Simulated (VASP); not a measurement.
# Mg: surface energy and work function by face

Which face of Mg is cheapest, and which holds its electrons hardest?

Main program and level: VASP 6.6.1; PBE; plane waves and PAW (Mg).

## Step 1: Set-up

The structure is hexagonal, space group P6_3/mmc (No. 194). Conventional cell: a = 3.210 Å, b = 3.210 Å, c = 5.213 Å, α = 90.00°, β = 90.00°, γ = 120.00°. Mg has 12 Mg at 3.20 to 3.21 Å nearest.

Structure file:

```cif
data_structure
_symmetry_space_group_name_H-M 'P6_3/mmc'
_symmetry_Int_Tables_number 194
_cell_length_a 3.2100
_cell_length_b 3.2100
_cell_length_c 5.2130
_cell_angle_alpha 90.000
_cell_angle_beta 90.000
_cell_angle_gamma 120.000
_cell_volume 46.52
loop_
_atom_site_label
_atom_site_type_symbol
_atom_site_symmetry_multiplicity
_atom_site_Wyckoff_symbol
_atom_site_fract_x
_atom_site_fract_y
_atom_site_fract_z
_atom_site_occupancy
Mg1 Mg 2 d 0.33333 0.66667 0.75000 1
```

## Step 2: The bulk reference, job relaxation, k-mesh 14×14×8

The bulk crystal is relaxed first, so that the slabs are cut at this functional's lattice.

INCAR reads:

```
SYSTEM = Mg
PREC = Accurate
ENCUT = 420
EDIFF = 1E-06
NELM = 120
ISMEAR = 1
SIGMA = 0.15
LREAL = .FALSE.
ALGO = Normal
GGA = PE
NBANDS = 8
LORBIT = 11
LWAVE = .FALSE.
LCHARG = .FALSE.
KPAR = 4
IBRION = 2
NSW = 30
ISIF = 3
EDIFFG = -0.01
POTIM = 0.4
```

POSCAR reads:

```
Mg
1.0
    3.2100000000      0.0000000000      0.0000000000
   -1.6050000000      2.7799415461      0.0000000000
    0.0000000000      0.0000000000      5.2130400000
Mg
2
Direct
    0.0000000000      0.0000000000      0.0000000000
    0.3333333333      0.6666666667      0.5000000000
```

KPOINTS reads:

```
Automatic mesh
0
Gamma
14 14 8
0 0 0
```

Potentials, in the order of the species: Mg (PBE family, release 64).

On the command line:

```
> mpirun -np 4 vasp_std
```

The program printed:

```text
[banner, memory and clock lines left out]
running    4 mpi-ranks, on    1 nodes
 distrk:  each k-point on    1 cores,    4 groups
 distr:  one band on    1 cores,    1 groups

 POSCAR found type information on POSCAR Mg
 POSCAR found :  1 types and       2 ions
 LDA part: xc-table for (Slater+PW92), standard interpolation
 POSCAR, INCAR and KPOINTS ok, starting setup
 FFT: planning ... GRIDC
 FFT: planning ... GRID_SOFT
 FFT: planning ... GRID
 WAVECAR not read
 entering main loop
       N       E                     dE             d eps       ncg     rms          rms(c)
DAV:   1    -0.783250659607E+00   -0.78325E+00   -0.12429E+03  1944   0.288E+02
DAV:   2    -0.301841666069E+01   -0.22352E+01   -0.21592E+01  2592   0.211E+01
DAV:   3    -0.302959084362E+01   -0.11174E-01   -0.11161E-01  2576   0.197E+00
DAV:   4    -0.302962210941E+01   -0.31266E-04   -0.31265E-04  2720   0.878E-02
DAV:   5    -0.302962219538E+01   -0.85972E-07   -0.85905E-07  2536   0.335E-03    0.962E-01
DAV:   6    -0.302369034186E+01    0.59319E-02   -0.64589E-04  2304   0.211E-01    0.616E-01
DAV:   7    -0.301622790231E+01    0.74624E-02   -0.25355E-03  2008   0.367E-01    0.344E-02
DAV:   8    -0.301624108146E+01   -0.13179E-04   -0.16078E-05  3088   0.257E-02    0.761E-03
DAV:   9    -0.301623970827E+01    0.13732E-05   -0.12308E-06  2160   0.579E-03    0.626E-04
DAV:  10    -0.301623945239E+01    0.25588E-06   -0.47923E-09  1320   0.471E-04
   1 F= -.30162395E+01 E0= -.30161312E+01  d E =-.301624E+01
 curvature:   0.00 expect dE= 0.000E+00 dE for cont linesearch  0.000E+00
 trial: gam= 0.00000 g(F)=  0.106E-48 g(S)=  0.187E-02 ort = 0.000E+00 (trialstep = 0.100E+01)
 search vector abs. value=  0.187E-02
 bond charge predicted
       N       E                     dE             d eps       ncg     rms          rms(c)
DAV:   1    -0.301758059335E+01   -0.13409E-02   -0.39827E-03  2456   0.299E-01    0.202E-02
DAV:   2    -0.301757515490E+01    0.54384E-05   -0.15862E-05  2120   0.263E-02    0.130E-02
DAV:   3    -0.301757132036E+01    0.38345E-05   -0.16499E-06  2504   0.699E-03    0.608E-04
DAV:   4    -0.301757119144E+01    0.12893E-06   -0.16572E-08  1128   0.823E-04
   2 F= -.30175712E+01 E0= -.30174640E+01  d E =-.133174E-02
[...]
3 F= -.30178444E+01 E0= -.30177404E+01  d E =-.160499E-02
[...]
4 F= -.30178446E+01 E0= -.30177407E+01  d E =-.160511E-02
[...]
5 F= -.30178613E+01 E0= -.30177662E+01  d E =-.167118E-04
 ZBRENT: can't locate minimum, use default step
 trial-energy change:   -0.000017  1 .order   -0.000017   -0.000018   -0.000015
 step:   4.5653(harm=  6.0444)  dis= 0.00000  next Energy=    -3.017893 (dE=-0.488E-04)
 bond charge predicted
       N       E                     dE             d eps       ncg     rms          rms(c)
DAV:   1    -0.301788876077E+01   -0.27392E-04   -0.37477E-04  2504   0.758E-02    0.857E-03
DAV:   2    -0.301788796214E+01    0.79863E-06   -0.19318E-06  2200   0.850E-03
   6 F= -.30178880E+01 E0= -.30178280E+01  d E =-.433996E-04
 curvature:  -2.79 expect dE=-0.208E-05 dE for cont linesearch -0.146E-05
 trial: gam=-0.15073 g(F)=  0.175E-49 g(S)=  0.744E-06 ort = 0.293E-05 (trialstep = 0.183E+01)
 search vector abs. value=  0.233E-06
 reached required accuracy - stopping structural energy minimisation
```

Wall time 8 s (4 MPI ranks of Intel Xeon 6975P-C (Granite Rapids), shared host); peak memory 0.66 GiB; 29 s of CPU time.

The logs omit lines about the potential files and the build; timing stands in the text.

OUTCAR, selected parts (step 2):

```text
ion  position               nearest neighbor table
   1  0.000  0.000  0.000-   2 3.20   2 3.20   2 3.20   2 3.20   2 3.20   2 3.20
   2  0.333  0.667  0.500-   1 3.20   1 3.20   1 3.20   1 3.20   1 3.20   1 3.20

  LATTYP: Found a hexagonal cell.
 ALAT       =     3.2100000000
 C/A-ratio  =     1.6240000000

 Subroutine GETGRP returns: Found 24 space group operations
 (whereof 12 operations were pure point group operations)

The static configuration has the point symmetry D_3h.
 The point group associated with its full space group is D_6h.

 Found    120 irreducible k-points:

   k-points           NKPTS =    120   k-points in BZ     NKDIM =    120   number of bands    NBANDS=      8

   dimension x,y,z NGX =    24 NGY =   24 NGZ =   36
   dimension x,y,z NGXF=    48 NGYF=   48 NGZF=   72

   ENCUT  =  420.0 eV  30.87 Ry    5.56 a.u.   5.36  5.36  8.71*2*pi/ulx,y,z

   NELECT =       4.0000    total number of electrons

 k-points in reciprocal lattice and weights: Automatic mesh
   0.00000000  0.00000000  0.00000000       0.001
   0.07142857 -0.00000000  0.00000000       0.004
   0.14285714  0.00000000  0.00000000       0.004
   0.21428571 -0.00000000  0.00000000       0.004
   0.28571429 -0.00000000  0.00000000       0.004
   0.35714286 -0.00000000  0.00000000       0.004
   0.42857143 -0.00000000  0.00000000       0.004
   0.50000000 -0.00000000  0.00000000       0.002
   0.07142857  0.07142857  0.00000000       0.004
[...]
0.28571429  0.28571429  0.50000000       0.004
   0.35714286  0.28571429  0.50000000       0.004

 average (electrostatic) potential at core
       1 -39.1976       2 -39.1976

 E-fermi :   2.6734

 k-point     1 :       0.0000    0.0000    0.0000
  band No.  band energies     occupation
      1      -4.2941      2.00000
      2       0.9375      2.00000
      3       1.3643      2.00000
      4      13.6767      0.00000
      5      13.6767      0.00000
      6      13.8124      0.00000
      7      13.8124      0.00000
      8      14.4781      0.00000

 k-point     2 :       0.0714   -0.0000    0.0000
  band No.  band energies     occupation
      1      -4.1930      2.00000
      2       1.0298      2.00000
      3       1.4627      2.00000
      4      11.7619      0.00000
      5      12.6474      0.00000
      6      13.4340      0.00000
      7      14.9784      0.00000
      8      15.2615      0.00000

 k-point     3 :       0.1429    0.0000    0.0000
  band No.  band energies     occupation
      1      -3.8903      2.00000
      2       1.3071      2.00000
      3       1.7551      2.00000
      4       9.5657      0.00000
      5      11.7179      0.00000
      6      12.4023      0.00000
      7      14.2805      0.00000
      8      14.8795      0.00000

  Total        0.0001015      0.0001015      0.0062085      0.0000000     -0.0000000      0.0000000
  in kB        0.0035581      0.0035581      0.2175641      0.0000000     -0.0000000      0.0000000
  external PRESSURE =       0.0748934 kB  Pullay stress =       0.0000000 kB

  energy-cutoff  :      420.00
  volume of cell :       45.72
      direct lattice vectors                 reciprocal lattice vectors
     3.186076638  0.000000000 -0.000000000     0.313865645  0.181210415 -0.000000000
    -1.593038319  2.759223306  0.000000000     0.000000000  0.362420830  0.000000000
     0.000000000 -0.000000000  5.200760525     0.000000000 -0.000000000  0.192279571

 POSITION                                       TOTAL-FORCE (eV/Angst)
 -----------------------------------------------------------------------------------
      0.00000      0.00000     -0.00000        -0.000000      0.000000      0.000000
     -0.00000      1.83948      2.60038         0.000000     -0.000000     -0.000000
 -----------------------------------------------------------------------------------
    total drift:                               -0.000000      0.000000      0.000000

  FREE ENERGIE OF THE ION-ELECTRON SYSTEM (eV)
  ---------------------------------------------------
  free  energy   TOTEN  =        -3.0178879621 eV

  energy  without entropy=       -3.0177079406  energy(sigma->0) =       -3.01782795

 reached required accuracy - stopping structural energy minimisation

 total charge
# of ion       s       p       d       tot
------------------------------------------
    1        0.209   0.127   0.012   0.347
    2        0.209   0.127   0.012   0.347
--------------------------------------------------
tot          0.417   0.254   0.023   0.695

[... 3 further parts left out ...]
```

The run keeps the 24 symmetry operations of its start, so it cannot find a distortion of lower symmetry.

Relaxation path:

| step | energy less that of the first step (eV) | largest force (eV/Å) | pressure (GPa) | volume (Å³) |
| --- | --- | --- | --- | --- |
| 1 | 0.0000 | 0.0000 | -0.61 | 46.52 |
| 2 | -0.0013 | 0.0000 | -0.25 | 46.04 |
| 3 | -0.0016 | 0.0000 | 0.00 | 45.72 |
| 4 | -0.0016 | 0.0000 | 0.01 | 45.71 |
| 5 | -0.0016 | 0.0000 | 0.01 | 45.71 |
| 6 | -0.0016 | 0.0000 | 0.01 | 45.72 |

| conventional cell, symmetrised | before | after | change |
| --- | --- | --- | --- |
| a (Å) | 3.210 | 3.186 | -0.7 % |
| b (Å) | 3.210 | 3.186 | -0.7 % |
| c (Å) | 5.213 | 5.201 | -0.2 % |
| volume (Å³/atom) | 23.26 | 22.86 | -1.7 % |

Final coordinates:

```xyz
2
Lattice="3.1861 0.0000 0.0000 -1.5930 2.7592 0.0000 0.0000 0.0000 5.2008" Properties=species:S:1:pos:R:3 pbc="T T T"
Mg    0.0000    0.0000    0.0000
Mg    0.0000    1.8395    2.6004
```

This step gave:

```yaml
electronic_cycles: 24
electrons: 4
free_energy_toten: -3.018 eV
energy_at_zero_smearing: -3.018 eV
fermi_energy: 2.673 eV
metallic: yes
```

The run ended after 6 ionic steps, 0.002 eV below its first step, once forces and stress met EDIFFG = -0.01.

Energy at zero smearing: -3.01783 eV.

## Step 3: The bulk reference, job self-consistent run, k-mesh 17×17×9

INCAR reads:

```
SYSTEM = Mg
PREC = Normal
ENCUT = 320
EDIFF = 1E-06
NELM = 120
ISMEAR = 1
SIGMA = 0.15
LREAL = .FALSE.
ALGO = Fast
GGA = PE
NBANDS = 8
LORBIT = 11
LWAVE = .FALSE.
LCHARG = .FALSE.
KPAR = 4
```

POSCAR reads:

```
Mg
1.0
    3.1860766375      0.0000000000      0.0000000000
   -1.5930383188      2.7592233064      0.0000000000
    0.0000000000      0.0000000000      5.2007605247
Mg
2
Direct
    0.0000000000      0.0000000000      0.0000000000
    0.3333333333      0.6666666667      0.5000000000
```

KPOINTS reads:

```
Automatic mesh
0
Gamma
17 17 9
0 0 0
```

On the command line:

```
> mpirun -np 4 vasp_std
```

The program printed:

```text
[... set-up lines as in an earlier step ...]
 entering main loop
       N       E                     dE             d eps       ncg     rms          rms(c)
DAV:   1    -0.118776115642E+01   -0.11878E+01   -0.10686E+03  2688   0.225E+02
DAV:   2    -0.301770854902E+01   -0.18299E+01   -0.17278E+01  3560   0.182E+01
DAV:   3    -0.302761463994E+01   -0.99061E-02   -0.99051E-02  3400   0.176E+00
DAV:   4    -0.302764107971E+01   -0.26440E-04   -0.26440E-04  4016   0.783E-02
DAV:   5    -0.302764110966E+01   -0.29946E-07   -0.29865E-07  3400   0.199E-03    0.955E-01
RMM:   6    -0.302170099009E+01    0.59401E-02   -0.47336E-04  2643   0.187E-01    0.611E-01
RMM:   7    -0.301432469914E+01    0.73763E-02   -0.19997E-03  2766   0.356E-01    0.328E-02
RMM:   8    -0.301434277268E+01   -0.18074E-04   -0.85142E-05  2804   0.748E-02    0.756E-03
RMM:   9    -0.301434241540E+01    0.35728E-06   -0.74050E-06  2933   0.195E-02
   1 F= -.30143424E+01 E0= -.30147095E+01  d E =0.110113E-02
```

Run time: 1.8 s. Hardware: 4 MPI ranks; peak memory 0.49 GiB.

From OUTCAR (step 3):

```text
  LATTYP: Found a hexagonal cell.
 ALAT       =     3.1860766375
 C/A-ratio  =     1.6323400585

 Found    165 irreducible k-points:

   k-points           NKPTS =    165   k-points in BZ     NKDIM =    165   number of bands    NBANDS=      8

   dimension x,y,z NGX =    14 NGY =   14 NGZ =   24
   dimension x,y,z NGXF=    28 NGYF=   28 NGZF=   48

   ENCUT  =  320.0 eV  23.52 Ry    4.85 a.u.   4.65  4.65  7.59*2*pi/ulx,y,z

   NELECT =       4.0000    total number of electrons

 E-fermi :   2.6912

 k-point     1 :       0.0000    0.0000    0.0000
  band No.  band energies     occupation
      1      -4.2939      2.00000
      2       0.9378      2.00000
      3       1.3645      2.00000
      4      13.6774      0.00000
      5      13.6774      0.00000
      6      13.8128      0.00000
      7      13.8128      0.00000
      8      14.4788      0.00000

 k-point     2 :       0.0588    0.0000    0.0000
  band No.  band energies     occupation
      1      -4.2253      2.00000
      2       1.0005      2.00000
      3       1.4312      2.00000
      4      12.1507      0.00000
      5      12.8291      0.00000
      6      13.5940      0.00000
      7      14.7560      0.00000
      8      15.1581      0.00000

  Total       -0.0218702     -0.0218702      0.0704191      0.0000000      0.0000000     -0.0000000
  in kB       -0.7663972     -0.7663972      2.4676925      0.0000000      0.0000000     -0.0000000
  external PRESSURE =       0.3116327 kB  Pullay stress =       0.0000000 kB

  energy-cutoff  :      320.00
  volume of cell :       45.72
      direct lattice vectors                 reciprocal lattice vectors
     3.186076637  0.000000000  0.000000000     0.313865645  0.181210415  0.000000000
    -1.593038319  2.759223306  0.000000000     0.000000000  0.362420830  0.000000000
     0.000000000  0.000000000  5.200760525     0.000000000  0.000000000  0.192279571

 POSITION                                       TOTAL-FORCE (eV/Angst)
 -----------------------------------------------------------------------------------
      0.00000      0.00000      0.00000         0.000000      0.000000      0.000000
     -0.00000      1.83948      2.60038        -0.000000      0.000000      0.000000
 -----------------------------------------------------------------------------------
    total drift:                               -0.000018      0.000010      0.000000

  FREE ENERGIE OF THE ION-ELECTRON SYSTEM (eV)
  ---------------------------------------------------
  free  energy   TOTEN  =        -3.0143424154 eV

  energy  without entropy=       -3.0154435441  energy(sigma->0) =       -3.01470946

 total charge
# of ion       s       p       d       tot
------------------------------------------
    1        0.209   0.127   0.012   0.348
    2        0.209   0.127   0.012   0.348
--------------------------------------------------
tot          0.419   0.254   0.023   0.695

[... 2 parts as in an earlier step ...]

[... 7 further parts left out ...]
```

Numbers from this step:

```
electronic cycles       : 9
free energy (TOTEN)     : -3.014 eV
energy at zero smearing : -3.015 eV
Fermi energy            : 2.691 eV
```

Energy at zero smearing: -3.01471 eV.

The run ends at a pressure of 0.03 GPa.

(Continued in part 2 of 3.)

[Lines on the potential files, build, host, timing and source positions are cut from VASP's logs without a mark.]

[Logs are printed without paths, hosts, clocks, repeated set-up lines and the standing remarks that a program may print on its own settings, such as how far it seeks lower states.]

[Hosts, paths, dates, database ids (printed as entryN), source tags and the programs' standing remarks are cut or masked in the printed files.]

[Runs that stopped without an error message from VASP are left out.]
